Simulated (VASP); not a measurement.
# Ta4NiO11 (P2/m) in VASP: notebook

Runs on Ta4NiO11. Level: PBE. Tasks: atomic charges, electron localisation function.

Program: VASP 6.6.1. These are calculated values, not measurements. Logs are shortened: lines on timing, memory, paths and dates and some standing lists are left out, and cuts for length are marked.

## Step 1: Starting point

Symmetry: P2/m, No. 10, monoclinic system. The conventional cell has a = 4.771 Å, b = 5.825 Å, c = 7.518 Å, α = 90.00°, β = 105.26°, γ = 90.00°. Around Ta (site symmetry m) lie 4 O at 1.89 to 2.01 Å. Ta (site symmetry m) has 5 O at 1.89 to 1.98 Å as nearest neighbours. Ni (site symmetry 2/m) is surrounded by 4 O at 1.94 Å. Around O (site symmetry 1) lie 1 Ta at 1.93 Å and 1 Ni at 1.94 Å. Around O (site symmetry 1) lie 2 Ta at 1.93 to 1.98 Å. O (site symmetry 2/m) has 2 Ta at 2.01 Å as nearest neighbours. O (site symmetry 2/m) has 2 Ta at 1.89 Å as nearest neighbours. O (site symmetry 2/m) has 2 Ta at 1.89 Å as nearest neighbours.

The cell was built by a generator and needn't be a form met in nature.

## Step 2: Atomic charges, PBE, collinear spin, ferromagnetic start

INCAR reads:

```
  PREC = Accurate
  ENCUT = 520
  EDIFF = 1E-7
  ISMEAR = -1
  SIGMA = 0.05
  LREAL = F
  LASPH = T
  NELM = 120
  ALGO = Normal
  ISIF = 2
  LWAVE = F
  LCHARG = T
  ISPIN = 2
  MAGMOM = 0 0 0 0 1 0 0 0 0 0 0 0 0 0 0 0
  LORBIT = 11
  LMAXMIX = 4
  GGA = PE
  LVHAR = T
  KPAR = 4
```

KPOINTS reads:

```
Automatic mesh
0
Gamma
  6 5 4
```

POSCAR reads:

```
Ta4NiO11
1.0
    4.7708900000      0.0000000000      0.0051300000
    0.0000000000      5.8245400000      0.0000000000
   -1.9862800000      0.0000000000      7.2505100000
Ta Ni O
4 1 11
Direct
    0.6133900000      0.5000000000      0.7604200000
    0.3866100000      0.5000000000      0.2395800000
    0.1661500000      0.0000000000      0.7987500000
    0.8338500000      0.0000000000      0.2012500000
    0.5000000000      0.0000000000      0.5000000000
    0.3327800000      0.7991300000      0.6505300000
    0.6672200000      0.7991300000      0.3494700000
    0.9004700000      0.2578600000      0.8071800000
    0.0995300000      0.2578600000      0.1928200000
    0.6672200000      0.2008700000      0.3494700000
    0.3327800000      0.2008700000      0.6505300000
    0.0995300000      0.7421400000      0.1928200000
    0.9004700000      0.7421400000      0.8071800000
    0.5000000000      0.5000000000      0.0000000000
    0.5000000000      0.0000000000      0.0000000000
    0.5000000000      0.5000000000      0.5000000000
```

Potentials or basis: VASP PAW PBE potentials, release 64 (Ta_pv, Ni, O).

Run with:

```sh
> cat potpaw_PBE.64/Ta_pv/POTCAR potpaw_PBE.64/Ni/POTCAR potpaw_PBE.64/O/POTCAR > POTCAR
> mpirun -np 4 vasp_std > vasp.out
```

OUTCAR:

```text
PREC = Accurate
   ENCUT = 520
   EDIFF = 1E-7
   ISMEAR = -1
   LREAL = F
   LASPH = T
   NELM = 120
   ISIF = 2
   ISPIN = 2
   LORBIT = 11
   GGA = PE

 ion  position               nearest neighbor table
   1  0.613  0.500  0.760-  16 1.89  13 1.93   8 1.93  14 2.01  11 2.22   6 2.22
   2  0.387  0.500  0.240-  16 1.89  12 1.93   9 1.93  14 2.01  10 2.22   7 2.22
   3  0.166  0.000  0.799-  15 1.89  11 1.93   6 1.93  13 1.98   8 1.98   5 3.08
   4  0.834  0.000  0.201-  15 1.89  10 1.93   7 1.93  12 1.98   9 1.98   5 3.08
   5  0.500  0.000  0.500-   6 1.94   7 1.94  10 1.94  11 1.94   3 3.08   4 3.08
   6  0.333  0.799  0.651-   3 1.93   5 1.94   1 2.22
   7  0.667  0.799  0.349-   4 1.93   5 1.94   2 2.22
   8  0.900  0.258  0.807-   1 1.93   3 1.98
   9  0.100  0.258  0.193-   2 1.93   4 1.98
  10  0.667  0.201  0.349-   4 1.93   5 1.94   2 2.22
  11  0.333  0.201  0.651-   3 1.93   5 1.94   1 2.22
  12  0.100  0.742  0.193-   2 1.93   4 1.98
  13  0.900  0.742  0.807-   1 1.93   3 1.98
  14  0.500  0.500  0.000-   1 2.01   2 2.01
  15  0.500  0.000  0.000-   3 1.89   4 1.89
  16  0.500  0.500  0.500-   1 1.89   2 1.89

  LATTYP: Found a simple monoclinic cell.
 ALAT       =     4.7708927581
 B/A-ratio  =     1.2208490728
 C/A-ratio  =     1.5757343173
 COS(beta)  =    -0.2631780021

  Lattice vectors:

 A1 = (   4.7708900000,   0.0000000000,   0.0051300000)
 A2 = (   0.0000000000,   5.8245400000,   0.0000000000)
 A3 = (  -1.9862800000,   0.0000000000,   7.2505100000)

Analysis of symmetry for initial positions (statically):
=====================================================================
 Subroutine PRICEL returns:
 Original cell was already a primitive cell.

 Routine SETGRP: Setting up the symmetry group for a
 simple monoclinic supercell.

 Subroutine GETGRP returns: Found  4 space group operations
 (whereof  4 operations were pure point group operations)
 out of a pool of  4 trial point group operations.

The static configuration has the point symmetry C_2h.

Analysis of symmetry for dynamics (positions and initial velocities):
=====================================================================
 Subroutine PRICEL returns:
 Original cell was already a primitive cell.

 Routine SETGRP: Setting up the symmetry group for a
 simple monoclinic supercell.

 Subroutine GETGRP returns: Found  4 space group operations
 (whereof  4 operations were pure point group operations)
 out of a pool of  4 trial point group operations.

The dynamic configuration has the point symmetry C_2h.

Analysis of structural, dynamic, and magnetic symmetry:
=====================================================================
 Subroutine PRICEL returns:
 Original cell was already a primitive cell.

 Routine SETGRP: Setting up the symmetry group for a
 simple monoclinic supercell.

 Subroutine GETGRP returns: Found  4 space group operations
 (whereof  4 operations were pure point group operations)
 out of a pool of  4 trial point group operations.

The overall configuration has the point symmetry C_2h.

 Subroutine INISYM returns: Found  4 space group operations
 (whereof  4 operations are pure point group operations),
 and found     1 'primitive' translations

----------------------------------------------------------------------------------------

                                     Primitive cell

  volume of cell :     201.5383

  direct lattice vectors                    reciprocal lattice vectors
     4.770890000  0.000000000  0.005130000     0.209542772  0.000000000  0.057404323
     0.000000000  5.824540000  0.000000000     0.000000000  0.171687378  0.000000000
    -1.986280000  0.000000000  7.250510000    -0.000148259  0.000000000  0.137880717

  length of vectors
     4.770892758  5.824540000  7.517659443     0.217263503  0.171687378  0.137880796

  position of ions in fractional coordinates (direct lattice)
     0.613390000  0.500000000  0.760420000
     0.386610000  0.500000000  0.239580000
     0.166150000  0.000000000  0.798750000
     0.833850000  0.000000000  0.201250000
     0.500000000  0.000000000  0.500000000
     0.332780000  0.799130000  0.650530000
[... 87 lines left out ...]
   dimension x,y,z NGXF=    72 NGYF=   96 NGZF=  112
   ions per type =               4   1  11
   NGX,Y,Z   is equivalent  to a cutoff of  12.54, 13.70, 12.38 a.u.
   NGXF,Y,Z  is equivalent  to a cutoff of  25.09, 27.40, 24.77 a.u.
 SYSTEM =  unknown system
   PREC   = accura    normal or accurate (medium, high low for compatibility)
   ISTART =      0    job   : 0-new  1-cont  2-samecut
   ICHARG =      2    charge: 1-file 2-atom 10-const
   ISPIN  =      2    spin polarized calculation?
   LNONCOLLINEAR =      F non collinear calculations
   LSORBIT =      F    spin-orbit coupling
   LASPH  =      T    aspherical Exc in radial PAW
   ENCUT  =  520.0 eV  38.22 Ry    6.18 a.u.   8.87 10.83 13.98*2*pi/ulx,y,z
   NELM   =    120;   NELMIN=  2; NELMDL= -5     # of ELM steps
   EDIFF  = 0.1E-06   stopping-criterion for ELM
   LREAL  =      F    real-space projection
   EDIFFG = 0.1E-05   stopping-criterion for IOM
   NSW    =      0    number of steps for IOM
   IBRION =     -1    ionic relax: 0-MD 1-quasi-New 2-CG
   NFREE  =      0    steps in history (QN), initial steepest desc. (CG)
   ISIF   =      2    stress and relaxation
   ISYM   =      2    0-nonsym 1-usesym 2-fastsym
   POTIM  = 0.5000    time-step for ionic-motion
   TEBEG  =    0.0;   TEEND  =   0.0 temperature during run
   PSTRESS=    0.0 pullay stress
   NELECT =     120.0000    total number of electrons
   NUPDOWN=      -1.0000    fix difference up-down
   EMIN   =  10.00;   EMAX   =-10.00  energy-range for DOS
   EFERMI =   0.00;   METHOD = LEGACY
   ISMEAR =    -1;   SIGMA  =   0.05  broadening in eV -4-tet -1-fermi 0-gaus
   EFERMI_NEDOS =   21; number of points for ismear=-14 and -15
   IALGO  =     38    algorithm
   IMIX   =      4    mixing-type and parameters
     AMIX     =   0.40;   BMIX     =  1.00
     AMIX_MAG =   1.60;   BMIX_MAG =  1.00
  volume/ion in A,a.u.               =      12.60        85.00
  Fermi-wavevector in a.u.,A,eV,Ry     =   1.377260  2.602645 25.808162  1.896846
  Thomas-Fermi vector in A             =   2.502430
   LORBIT       =     11    0 simple, 1 ext, 2 COOP (PROOUT), +10 PAW based schemes
   GGA     = PE    functional components
   LHFCALC =     F    Hartree Fock is set to
   AEXX    =    0.0000 exact exchange contribution
   IVDW    =     0    specifies the selected vdW correction
   LEPSILON=     F    determine dielectric tensor
   LRPA    =     F    only Hartree local field effects (RPA)
 spin polarized calculation
  energy-cutoff  :      520.00
  volume of cell :      201.54
 maximum number of plane-waves:      5441
   NGX = 17   NGY = 21   NGZ = 27

 number of electron     120.0000055 magnetization       0.0000172

 number of electron     120.0000055 magnetization      -0.0000033

 Free energy of the ion-electron system (eV)
  ---------------------------------------------------
  ext. energy  EPLUGINS =         0.00000000
  ---------------------------------------------------
  free energy    TOTEN  =      -144.34936514 eV

  energy without entropy =     -144.34928555  energy(sigma->0) =     -144.34932534

 E-fermi :   3.5442     XC(G=0): -10.6385

 val. band max:        3.0904292502   @ k =  -0.0000   0.4000   0.5000
 cond. band min:       3.9074362821   @ k =   0.5000   0.4000   0.5000
 fundamental gap:      0.8170070319
 Fermi energy:         3.5442322934

 spin component 1

 k-point     1 :       0.0000    0.0000    0.0000
  band No.  band energies     occupation
      1     -32.6703      1.00000
      2     -32.5794      1.00000
      3     -32.5776      1.00000
      4     -32.5644      1.00000
      5     -32.5503      1.00000
      6     -32.5442      1.00000
[... 1789 lines left out ...]
     71       7.2604      0.00000
     72       7.5732      0.00000

 [... further k-points ...]

 spin component 2

 k-point     1 :       0.0000    0.0000    0.0000
  band No.  band energies     occupation
      1     -32.6703      1.00000
      2     -32.5794      1.00000
      3     -32.5776      1.00000
      4     -32.5644      1.00000
      5     -32.5503      1.00000
      6     -32.5442      1.00000
[... 1789 lines left out ...]
     71       7.2604      0.00000
     72       7.5732      0.00000

 [... further k-points ...]

 [bands above 72 left out]

------------------------ aborting loop because EDIFF is reached ----------------------------------------

  FORCE on cell =-STRESS in cart. coord.  units (eV):
  Direction    XX          YY          ZZ          XY          YZ          ZX
  --------------------------------------------------------------------------------------
  -------------------------------------------------------------------------------------
  Total        1.0925572      1.0935435      1.1397613      0.0000000      0.0000000     -0.2321884
  in kB        8.6855488      8.6933898      9.0608091      0.0000000      0.0000000     -1.8458381
  external PRESSURE =       8.8132492 kB  Pullay stress =       0.0000000 kB

 VOLUME and BASIS-vectors are now :
 -----------------------------------------------------------------------------
  energy-cutoff  :      520.00
  volume of cell :      201.54
      direct lattice vectors                 reciprocal lattice vectors
     4.770890000  0.000000000  0.005130000     0.209542772  0.000000000  0.057404323
     0.000000000  5.824540000  0.000000000     0.000000000  0.171687378  0.000000000
    -1.986280000  0.000000000  7.250510000    -0.000148259  0.000000000  0.137880717

 POSITION                                       TOTAL-FORCE (eV/Angst)
 -----------------------------------------------------------------------------------
      1.41601      2.91227      5.51658        -0.076230     -0.000000      0.055091
      1.36860      2.91227      1.73906         0.076230     -0.000000     -0.055091
     -0.79386      0.00000      5.79220        -0.120557     -0.000000      0.041459
      3.57847      0.00000      1.46344         0.120557     -0.000000     -0.041459
      1.39230      0.00000      3.62782        -0.000000     -0.000000      0.000000
      0.29552      4.65456      4.71838         0.037702     -0.076084     -0.044723
[... 8 lines left out ...]
      2.38544      0.00000      0.00257        -0.000000     -0.000000      0.000000
      1.39230      2.91227      3.62782        -0.000000     -0.000000      0.000000
 -----------------------------------------------------------------------------------
    total drift:                                0.000000      0.000000      0.000000

  FREE ENERGIE OF THE ION-ELECTRON SYSTEM (eV)
  ---------------------------------------------------
  free  energy   TOTEN  =      -144.3493651366 eV

  energy  without entropy=     -144.3492855506  energy(sigma->0) =     -144.34932534

 total charge

# of ion       s       p       d       tot
------------------------------------------
    1        0.336   6.304   2.089   8.728
    2        0.336   6.304   2.089   8.728
    3        0.360   6.318   2.223   8.902
    4        0.360   6.318   2.223   8.902
    5        0.392   0.430   8.328   9.150
    6        1.571   3.480   0.000   5.051
[... 8 lines left out ...]
   15        1.570   3.547   0.000   5.116
   16        1.584   3.548   0.000   5.132
--------------------------------------------------
tot         19.062  64.155  16.951 100.168

 magnetization (x)

# of ion       s       p       d       tot
------------------------------------------
    1       -0.000  -0.000   0.000   0.000
    2       -0.000  -0.000   0.000   0.000
    3       -0.000  -0.000  -0.000  -0.000
    4       -0.000  -0.000  -0.000  -0.000
    5        0.000  -0.000  -0.000  -0.000
    6       -0.000   0.000   0.000   0.000
[... 8 lines left out ...]
   15        0.000  -0.000   0.000  -0.000
   16        0.000   0.000   0.000   0.000
--------------------------------------------------
tot         -0.000   0.000  -0.000  -0.000
```

It took 5.6 min on 4 MPI ranks of Intel Xeon 6975P-C (Granite Rapids), shared host; peak memory 0.97 GiB.

What came out:

```
Free energy                                           : -144.3494 eV
Pressure                                              : 0.9 GPa
Largest force                                         : 0.127 eV/Å
Band gap on the k mesh                                : 0.82 eV, indirect (least direct gap 0.87 eV)
Net moment                                            : 0.00 μB per cell
Valence electrons inside the program's atomic spheres : Ta 8.73, 8.90; Ni 9.15; O 5.05, 5.07, 5.03, 5.12, 5.13
```

Forces in eV/Å, atoms in the order of the input:
```
Ta  -0.076  0.000  0.055
Ta   0.076  0.000 -0.055
Ta  -0.121  0.000  0.041
Ta   0.121  0.000 -0.041
Ni   0.000  0.000  0.000
O    0.038 -0.076 -0.045
O   -0.038 -0.076  0.045
O    0.008 -0.009  0.013
O   -0.008 -0.009 -0.013
O   -0.038  0.076  0.045
O    0.038  0.076 -0.045
O   -0.008  0.009 -0.013
O    0.008  0.009  0.013
O    0.000  0.000  0.000
O    0.000  0.000  0.000
O    0.000  0.000  0.000
```

Stress tensor (GPa, compression positive):
```
 0.87  0.00 -0.18
 0.00  0.87  0.00
-0.18  0.00  0.91
```

Levels at points of the mesh, in eV from the valence-band top:
Spin up:
```
           k point  band 58  band 59  band 60  band 61  band 62  band 63
(0.00, 0.00, 0.00)    -0.33    -0.13    -0.12     0.99     1.23     1.73
(0.50, 0.00, 0.00)    -0.28    -0.26    -0.13     1.11     1.54     1.92
(0.00, 0.00, 0.50)    -0.21    -0.12    -0.04     1.15     1.36     1.73
(0.50, 0.00, 0.50)    -0.17    -0.15    -0.12     1.20     1.98     2.00
```
Spin down:
```tsv
k point	band 56	band 57	band 58	band 59	band 60	band 61	band 62	band 63	band 64	band 65
(0.00, 0.00, 0.00)	-0.93	-0.90	-0.33	-0.13	-0.12	0.99	1.23	1.73	1.90	2.52
(0.50, 0.00, 0.00)	-1.12	-0.88	-0.28	-0.26	-0.13	1.11	1.54	1.92	2.01	2.19
(0.00, 0.00, 0.50)	-0.89	-0.86	-0.21	-0.12	-0.04	1.15	1.36	1.73	1.99	2.84
(0.50, 0.00, 0.50)	-1.24	-0.87	-0.17	-0.15	-0.12	1.20	1.98	2.00	2.29	2.50
```

Caveat: spin-orbit coupling is left out, which moves the levels of the heavy elements; an odd mesh through Γ misses points on the zone boundary, where band edges often lie. A hybrid or GW would open this gap; PBE tends to underestimate it.

## Step 3: Electron localisation function, PBE, collinear spin, ferromagnetic start

INCAR reads:

```
SYSTEM = Ta4NiO11
PREC = Accurate
ENCUT = 520
EDIFF = 1E-7
ISMEAR = -1
SIGMA = 0.05
LREAL = .FALSE.
LASPH = .TRUE.
NELM = 120
ALGO = Normal
ISIF = 2
LWAVE = .FALSE.
LCHARG = .TRUE.
ISPIN = 2
MAGMOM = 0 0 0 0 1 0 0 0 0 0 0 0 0 0 0 0
LORBIT = 11
LMAXMIX = 4
GGA = PE
LELF = .TRUE.
```

KPOINTS reads:

```
regular mesh
0
G
  6 5 4
  0 0 0
```

POSCAR is that of step 2.

Potentials or basis: VASP PAW PBE potentials, release 64 (Ta_pv, Ni, O).

Run with:

```sh
> cat potpaw_PBE.64/Ta_pv/POTCAR potpaw_PBE.64/Ni/POTCAR potpaw_PBE.64/O/POTCAR > POTCAR
> mpirun -np 4 vasp_std > vasp.out
```

It took 5.2 min on 4 MPI ranks of Intel Xeon 6975P-C (Granite Rapids), shared host; peak memory 0.41 GiB.

Results (log left out):

| Item | Value |
| --- | --- |
| Free energy | -144.3494 eV |
| Pressure | 0.9 GPa |
| Largest force | 0.128 eV/Å |
| Band gap on the k mesh | 0.82 eV, indirect (least direct gap 0.87 eV) |
| Net moment | 0.00 μB per cell |
| Valence electrons inside the program's atomic spheres | Ta 8.73, 8.90; Ni 9.15; O 5.05, 5.07, 5.03, 5.12, 5.13 |

Forces on the atoms (eV/Å):
```
Ta  -0.076  0.000  0.055
Ta   0.076  0.000 -0.055
Ta  -0.121  0.000  0.042
Ta   0.121  0.000 -0.042
Ni   0.000  0.000  0.000
O    0.037 -0.076 -0.044
O   -0.037 -0.076  0.044
O    0.008 -0.009  0.013
O   -0.008 -0.009 -0.013
O   -0.037  0.076  0.044
O    0.037  0.076 -0.044
O   -0.008  0.009 -0.013
O    0.008  0.009  0.013
O    0.000  0.000  0.000
O    0.000  0.000  0.000
O    0.000  0.000  0.000
```

Stress tensor (GPa, compression positive):
```
 0.87  0.00 -0.18
 0.00  0.87  0.00
-0.18  0.00  0.91
```

Levels at points of the mesh, in eV from the valence-band top:
Spin up:
```tsv
k point	band 57	band 58	band 59	band 60	band 61	band 62	band 63	band 64
(0.00, 0.00, 0.00)	-0.90	-0.33	-0.13	-0.12	0.99	1.23	1.73	1.90
(0.50, 0.00, 0.00)	-0.88	-0.28	-0.26	-0.13	1.11	1.54	1.93	2.01
(0.00, 0.00, 0.50)	-0.86	-0.21	-0.12	-0.04	1.15	1.36	1.73	1.99
(0.50, 0.00, 0.50)	-0.87	-0.17	-0.15	-0.12	1.20	1.98	2.00	2.29
```
Spin down:
```tsv
k point	band 58	band 59	band 60	band 61	band 62	band 63
(0.00, 0.00, 0.00)	-0.33	-0.13	-0.12	0.99	1.23	1.73
(0.50, 0.00, 0.00)	-0.28	-0.26	-0.13	1.11	1.54	1.93
(0.00, 0.00, 0.50)	-0.21	-0.12	-0.04	1.15	1.36	1.73
(0.50, 0.00, 0.50)	-0.17	-0.15	-0.12	1.20	1.98	2.00
```

Caveat: spin-orbit coupling is left out, which moves the levels of the heavy elements; an odd mesh through Γ misses points on the zone boundary, where band edges often lie.
